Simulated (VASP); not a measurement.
Data:

```xyz
2
Lattice="1.7209 0.9936 2.9476 -1.7209 0.9936 2.9476 0.0000 -1.9872 2.9476" Properties=species:S:1:pos:R:3 pbc="T T T"
P      0.0000     0.0000     2.0605
P      0.0000     0.0000     6.7824
```

Level of theory: PBEsol GGA, VASP's PBE PAW potentials (set 64) (plane waves; VASP 6.6.1). Run with 400 eV cut-off, 14×14×14 Γ-centred mesh, tetrahedra with Blöchl corrections, potentials P.

Question: Estimate the energy per atom (σ→0), band gap (on the k-mesh) with the smallest direct gap where there is one.

Answer: 
| Quantity | Result |
|---|---|
| band gap (on the k-mesh) | none (metal, semimetal or under 0.01 eV) |
| energy per atom (σ→0) | -5793 meV/atom |

Only differences to runs with the same potentials and settings are physical.

The structure was generated: P was put into the A7 type (R-3m), which need not be its known phase. It was relaxed first, which changed the volume by +15 %.
